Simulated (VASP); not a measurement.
All values below come from r2SCAN meta-GGA, VASP's PBE PAW potentials (set 64) (plane waves; VASP).

VASP input:

### POSCAR
```
HfO2
1
    5.0609756174     0.0000000000     0.0000000000
    0.0000000000     5.1566712855     0.0000000000
    0.0000000000     0.0000000000     4.8843073957
Hf O
4 8
Direct
  0.2775118622   0.2819424375   0.7281214788
  0.7224881378   0.7180575625   0.7281214788
  0.7775118622   0.2180575625   0.2718785212
  0.2224881378   0.7819424375   0.2718785212
  0.5000000000   0.5000000000   0.4234531913
  0.0000000000   0.0000000000   0.5765468087
  0.5000000000   0.0000000000   0.5106518329
  0.0000000000   0.5000000000   0.4893481671
  0.3137124613   0.6637237977   0.8942395706
  0.6862875387   0.3362762023   0.8942395706
  0.8137124613   0.8362762023   0.1057604294
  0.1862875387   0.1637237977   0.1057604294
```

File KPOINTS:
```
Automatic mesh
0
Gamma
4 4 4
0 0 0
```

INCAR:
```
! general
SYSTEM  = HfO2
PREC    = Accurate
ENCUT   = 520   ! plane-wave cut-off (eV)
LREAL   = F
LASPH   = T

! electronic loop
EDIFF   = 1E-6
NELM    = 100   ! most electronic steps
ALGO    = Normal   ! blocked Davidson
LMAXMIX = 6
LMIXTAU = T

! smearing
ISMEAR  = 0   ! Gaussian
SIGMA   = 0.05   ! width (eV)

! functional
METAGGA = R2SCAN

! ions
IBRION  = 2
NSW     = 60   ! most ionic steps
ISIF    = 3   ! ions, shape and volume
EDIFFG  = -0.02

! output
LWAVE   = F
LCHARG  = F
```

POTCAR, in this order: Hf_pv O (PBE.64 set). Program: vasp_std.

Output

**OUTCAR**
```
 ion  position               nearest neighbor table
   1  0.278  0.282  0.728-  12 2.00   7 2.12   9 2.14   8 2.14   6 2.15   5 2.18  10 2.24   2 3.18
                             3 3.39   3 3.39   4 3.42   4 3.42   2 3.60   2 3.68   3 3.68   3 3.68
   2  0.722  0.718  0.728-  11 2.00   7 2.12  10 2.14   8 2.14   6 2.15   5 2.18   9 2.24   1 3.18
                             4 3.39   4 3.39   3 3.42   3 3.42   1 3.60   1 3.68   4 3.68   4 3.68
   3  0.778  0.218  0.272-  10 2.00   8 2.12  11 2.14   7 2.14   5 2.15   6 2.18  12 2.24   4 3.18
                             1 3.39   1 3.39   2 3.42   2 3.42   4 3.60   4 3.68   1 3.68   1 3.68
   4  0.222  0.782  0.272-   9 2.00   8 2.12  12 2.14   7 2.14   5 2.15   6 2.18  11 2.24   3 3.18
                             2 3.39   2 3.39   1 3.42   1 3.42   3 3.60   3 3.68   2 3.68   2 3.68
   5  0.500  0.500  0.423-   3 2.15   4 2.15   1 2.18   2 2.18
   6  0.000  0.000  0.577-   1 2.15   2 2.15   3 2.18   4 2.18
   7  0.500  0.000  0.511-   1 2.12   2 2.12   3 2.14   4 2.14
   8  0.000  0.500  0.489-   3 2.12   4 2.12   1 2.14   2 2.14
   9  0.314  0.664  0.894-   4 2.00   1 2.14   2 2.24
  10  0.686  0.336  0.894-   3 2.00   2 2.14   1 2.24
  11  0.814  0.836  0.106-   2 2.00   3 2.14   4 2.24
  12  0.186  0.164  0.106-   1 2.00   4 2.14   3 2.24
  LATTYP: Found a simple orthorhombic cell.
 ALAT       =     4.8843073957
 B/A-ratio  =     1.0361705780
 C/A-ratio  =     1.0557630525
 Subroutine PRICEL returns:
 Original cell was already a primitive cell.
 Subroutine GETGRP returns: Found  4 space group operations
The static configuration has the point symmetry C_2 .
...
```

File OSZICAR:
```
...
DAV:   4    -0.321048278955E+03   -0.42528E+00   -0.42459E+00  3416   0.112E+01
DAV:   5    -0.321055755124E+03   -0.74762E-02   -0.74710E-02  3336   0.133E+00    0.119E+02
DAV:   6    -0.279244154845E+03    0.41812E+02   -0.76496E+01  3124   0.373E+01    0.912E+01
DAV:   7    -0.274784945004E+03    0.44592E+01   -0.96412E+00  3448   0.168E+01    0.319E+01
DAV:   8    -0.284310219139E+03   -0.95253E+01   -0.62666E+00  3028   0.149E+01    0.123E+01
DAV:   9    -0.271180309594E+03    0.13130E+02   -0.60384E+00  2992   0.113E+01    0.131E+01
DAV:  10    -0.273947679262E+03   -0.27674E+01   -0.27267E+00  3008   0.878E+00    0.339E+00
DAV:  11    -0.273998366165E+03   -0.50687E-01   -0.32568E-02  3448   0.113E+00    0.136E+00
DAV:  12    -0.274121422051E+03   -0.12306E+00   -0.19038E-02  3044   0.102E+00    0.726E-01
DAV:  13    -0.274180588138E+03   -0.59166E-01   -0.20534E-02  2976   0.993E-01    0.220E-01
DAV:  14    -0.274177659191E+03    0.29289E-02   -0.18775E-03  3328   0.318E-01    0.196E-01
DAV:  15    -0.274181450817E+03   -0.37916E-02   -0.12706E-03  2992   0.285E-01    0.773E-02
DAV:  16    -0.274181519497E+03   -0.68679E-04   -0.16751E-04  3196   0.978E-02    0.284E-02
DAV:  17    -0.274181694001E+03   -0.17450E-03   -0.28392E-04  2960   0.118E-01    0.515E-02
DAV:  18    -0.274181785070E+03   -0.91069E-04   -0.25116E-05  3008   0.364E-02    0.953E-03
DAV:  19    -0.274181802886E+03   -0.17816E-04   -0.34268E-06  3168   0.135E-02    0.822E-03
DAV:  20    -0.274181812106E+03   -0.92202E-05   -0.26862E-06  2348   0.106E-02    0.572E-03
DAV:  21    -0.274181815317E+03   -0.32116E-05   -0.78772E-07  1868   0.664E-03    0.714E-03
DAV:  22    -0.274181816669E+03   -0.13520E-05   -0.21909E-07  1632   0.356E-03    0.370E-03
DAV:  23    -0.274181817504E+03   -0.83509E-06   -0.38888E-07  1632   0.475E-03
   1 F= -.27418182E+03 E0= -.27418182E+03  d E =-.274182E+03
       N       E                     dE             d eps       ncg     rms          rms(c)
DAV:   1    -0.274312238001E+03   -0.13042E+00   -0.45787E+00  2808   0.120E+01    0.805E+00
DAV:   2    -0.274197627795E+03    0.11461E+00   -0.57245E-01  3016   0.349E+00    0.176E+00
DAV:   3    -0.274178122550E+03    0.19505E-01   -0.16124E-02  2872   0.757E-01    0.855E-01
DAV:   4    -0.274172253848E+03    0.58687E-02   -0.17242E-02  3276   0.738E-01    0.693E-01
DAV:   5    -0.274156535656E+03    0.15718E-01   -0.16529E-02  2860   0.906E-01    0.427E-01
DAV:   6    -0.274161267547E+03   -0.47319E-02   -0.62842E-04  3404   0.155E-01    0.188E-01
DAV:   7    -0.274173683756E+03   -0.12416E-01   -0.47124E-03  2892   0.484E-01    0.904E-02
DAV:   8    -0.274173830338E+03   -0.14658E-03   -0.41054E-04  3608   0.998E-02    0.190E-01
DAV:   9    -0.274173898001E+03   -0.67662E-04   -0.26655E-05  3104   0.376E-02    0.118E-01
DAV:  10    -0.274173897866E+03    0.13458E-06   -0.82281E-06  3128   0.212E-02
   2 F= -.27417390E+03 E0= -.27417390E+03  d E =0.791964E-02
       N       E                     dE             d eps       ncg     rms          rms(c)
DAV:   1    -0.274239288065E+03   -0.65390E-01   -0.16703E+00  2808   0.726E+00    0.476E+00
DAV:   2    -0.274196597715E+03    0.42690E-01   -0.20519E-01  3012   0.210E+00    0.105E+00
DAV:   3    -0.274189555389E+03    0.70423E-02   -0.59950E-03  2856   0.462E-01    0.506E-01
DAV:   4    -0.274187398805E+03    0.21566E-02   -0.60535E-03  3260   0.437E-01    0.418E-01
DAV:   5    -0.274184712740E+03    0.26861E-02   -0.53238E-03  2852   0.513E-01    0.259E-01
DAV:   6    -0.274185319109E+03   -0.60637E-03   -0.18865E-04  3436   0.815E-02    0.107E-01
DAV:   7    -0.274187972359E+03   -0.26533E-02   -0.15264E-03  2880   0.274E-01    0.448E-02
DAV:   8    -0.274188004073E+03   -0.31714E-04   -0.12793E-04  3656   0.546E-02    0.106E-01
DAV:   9    -0.274188016424E+03   -0.12351E-04   -0.90048E-06  2928   0.218E-02    0.580E-02
DAV:  10    -0.274188020100E+03   -0.36759E-05   -0.57604E-06  2796   0.169E-02    0.380E-02
DAV:  11    -0.274188021518E+03   -0.14177E-05   -0.18211E-06  1856   0.814E-03    0.198E-02
DAV:  12    -0.274188021857E+03   -0.33924E-06   -0.41445E-07  1584   0.429E-03
   3 F= -.27418802E+03 E0= -.27418802E+03  d E =-.620435E-02
       N       E                     dE             d eps       ncg     rms          rms(c)
DAV:   1    -0.274189311175E+03   -0.12897E-02   -0.43837E-01  2816   0.332E+00    0.789E-01
DAV:   2    -0.274189276808E+03    0.34367E-04   -0.99651E-03  3248   0.497E-01    0.420E-01
DAV:   3    -0.274189014572E+03    0.26224E-03   -0.80886E-04  3360   0.198E-01    0.132E-01
DAV:   4    -0.274188932298E+03    0.82273E-04   -0.38820E-04  2988   0.137E-01    0.278E-02
DAV:   5    -0.274188942703E+03   -0.10405E-04   -0.28266E-04  2880   0.132E-01    0.179E-02
DAV:   6    -0.274189002333E+03   -0.59630E-04   -0.16092E-04  2884   0.926E-02    0.153E-02
DAV:   7    -0.274189047568E+03   -0.45234E-04   -0.16577E-05  3432   0.254E-02    0.504E-03
DAV:   8    -0.274189048781E+03   -0.12129E-05   -0.20706E-06  2048   0.940E-03    0.197E-03
DAV:   9    -0.274189048988E+03   -0.20705E-06   -0.28859E-07  1560   0.339E-03
   4 F= -.27418905E+03 E0= -.27418905E+03  d E =-.102713E-02
       N       E                     dE             d eps       ncg     rms          rms(c)
DAV:   1    -0.274189063205E+03   -0.14424E-04   -0.62058E-03  2832   0.395E-01    0.950E-02
DAV:   2    -0.274189063888E+03   -0.68358E-06   -0.14062E-04  3256   0.592E-02    0.503E-02
DAV:   3    -0.274189060601E+03    0.32872E-05   -0.12189E-05  3344   0.234E-02    0.159E-02
DAV:   4    -0.274189059885E+03    0.71593E-06   -0.50419E-06  2760   0.147E-02
   5 F= -.27418906E+03 E0= -.27418906E+03  d E =-.103803E-02
       N       E                     dE             d eps       ncg     rms          rms(c)
DAV:   1    -0.274189068343E+03   -0.77422E-05   -0.24196E-01  2808   0.265E+00    0.474E-01
DAV:   2    -0.274189512759E+03   -0.44442E-03   -0.86564E-03  3388   0.476E-01    0.198E-01
DAV:   3    -0.274189393395E+03    0.11936E-03   -0.24709E-04  3416   0.104E-01    0.117E-01
DAV:   4    -0.274189367947E+03    0.25448E-04   -0.17143E-04  3040   0.796E-02    0.383E-02
DAV:   5    -0.274189361618E+03    0.63299E-05   -0.10094E-04  2884   0.787E-02    0.189E-02
DAV:   6    -0.274189402758E+03   -0.41140E-04   -0.55975E-05  2904   0.473E-02    0.126E-02
DAV:   7    -0.274189410995E+03   -0.82377E-05   -0.49579E-06  3188   0.138E-02    0.967E-03
DAV:   8    -0.274189410409E+03    0.58605E-06   -0.71922E-06  2752   0.142E-02
   6 F= -.27418941E+03 E0= -.27418941E+03  d E =-.350524E-03
       N       E                     dE             d eps       ncg     rms          rms(c)
DAV:   1    -0.274189415738E+03   -0.47425E-05   -0.54571E-03  2816   0.397E-01    0.714E-02
DAV:   2    -0.274189423041E+03   -0.73030E-05   -0.18387E-04  3392   0.691E-02    0.297E-02
DAV:   3    -0.274189419829E+03    0.32120E-05   -0.45284E-06  2848   0.143E-02    0.172E-02
DAV:   4    -0.274189418243E+03    0.15858E-05   -0.36253E-06  2668   0.116E-02    0.531E-03
DAV:   5    -0.274189417801E+03    0.44174E-06   -0.21996E-06  1936   0.116E-02
   7 F= -.27418942E+03 E0= -.27418942E+03  d E =-.357916E-03
       N       E                     dE             d eps       ncg     rms          rms(c)
DAV:   1    -0.274189513653E+03   -0.95410E-04   -0.68622E-02  2808   0.134E+00    0.219E-01
DAV:   2    -0.274189573659E+03   -0.60006E-04   -0.17533E-03  3140   0.211E-01    0.102E-01
DAV:   3    -0.274189546606E+03    0.27053E-04   -0.48978E-05  3416   0.481E-02    0.564E-02
DAV:   4    -0.274189535709E+03    0.10897E-04   -0.49950E-05  2976   0.434E-02    0.183E-02
DAV:   5    -0.274189522662E+03    0.13047E-04   -0.54134E-05  2852   0.558E-02    0.135E-02
DAV:   6    -0.274189554684E+03   -0.32022E-04   -0.18901E-05  2696   0.287E-02    0.706E-03
DAV:   7    -0.274189554620E+03    0.63596E-07   -0.58678E-07  2036   0.453E-03
   8 F= -.27418955E+03 E0= -.27418955E+03  d E =-.136819E-03
```

### OUTCAR
```
------------------------ aborting loop because EDIFF is reached ----------------------------------------
  FORCE on cell =-STRESS in cart. coord.  units (eV):
  Direction    XX          YY          ZZ          XY          YZ          ZX
  --------------------------------------------------------------------------------------
  Total       -0.0513319      0.0311089      0.0055502      0.0000000      0.0000000      0.0000000
  in kB       -0.6398718      0.3877843      0.0691849      0.0000000      0.0000000      0.0000000
  external PRESSURE =      -0.0609675 kB  Pullay stress =       0.0000000 kB
  volume of cell :      128.53
      direct lattice vectors                 reciprocal lattice vectors
     5.084663797  0.000000000  0.000000000     0.196669837  0.000000000  0.000000000
     0.000000000  5.166491832  0.000000000     0.000000000  0.193554937  0.000000000
     0.000000000  0.000000000  4.892681727     0.000000000  0.000000000  0.204386890
 POSITION                                       TOTAL-FORCE (eV/Angst)
 -----------------------------------------------------------------------------------
      1.41077      1.45643      3.56154        -0.003167     -0.001212      0.003978
      3.67390      3.71006      3.56154         0.003167      0.001212      0.003978
      3.95310      1.12681      1.33114        -0.003167      0.001212     -0.003978
      1.13157      4.03968      1.33114         0.003167     -0.001212     -0.003978
      2.54233      2.58325      2.07796         0.000000      0.000000     -0.002469
      0.00000      5.16649      2.81472         0.000000      0.000000      0.002469
      2.54233      5.16649      2.49956         0.000000      0.000000      0.005436
      0.00000      2.58325      2.39312         0.000000      0.000000     -0.005436
      1.59295      3.42796      4.38193        -0.004178     -0.009131      0.002618
      3.49172      1.73853      4.38193         0.004178      0.009131      0.002618
      4.13528      4.32178      0.51075        -0.004178      0.009131     -0.002618
      0.94938      0.84472      0.51075         0.004178     -0.009131     -0.002618
 -----------------------------------------------------------------------------------
    total drift:                               -0.000000     -0.000000      0.000000
  FREE ENERGIE OF THE ION-ELECTRON SYSTEM (eV)
  ---------------------------------------------------
  free  energy   TOTEN  =      -274.1895546200 eV

  energy  without entropy=     -274.1895546199  energy(sigma->0) =     -274.18955462

 reached required accuracy - stopping structural energy minimisation
```
(Selected blocks of OUTCAR.)

CONTCAR:
```
HfO2
   1.00000000000000
     5.0846637970812711    0.0000000000000000    0.0000000000000000
     0.0000000000000000    5.1664918318539774    0.0000000000000000
     0.0000000000000000    0.0000000000000000    4.8926817274981422
  Hf              O
     4     8
Direct
     0.2774551973148723    0.2818999442865811    0.7279330213083040
     0.7225448026851276    0.7181000557134188    0.7279330213083040
     0.7774551973148724    0.2181000557134189    0.2720669786916962
     0.2225448026851276    0.7818999442865812    0.2720669786916962
     0.5000000000000000    0.5000000000000000    0.4247079802712540
     0.0000000000000000    1.0000000000000000    0.5752920197287460
     0.5000000000000000    1.0000000000000000    0.5108781404329326
     0.0000000000000000    0.5000000000000000    0.4891218595670674
     0.3132848245789042    0.6634990235739955    0.8956087208824066
     0.6867151754210958    0.3365009764260045    0.8956087208824066
     0.8132848245789042    0.8365009764260045    0.1043912791175934
     0.1867151754210958    0.1634990235739956    0.1043912791175934
```

The structure comes from a computed database's HfO2 entry (P2_12_12); how it stands against other phases isn't given here. This run relaxes it. Symmetry was kept, so distortions that lower it aren't found. The start is the result of an earlier pass.
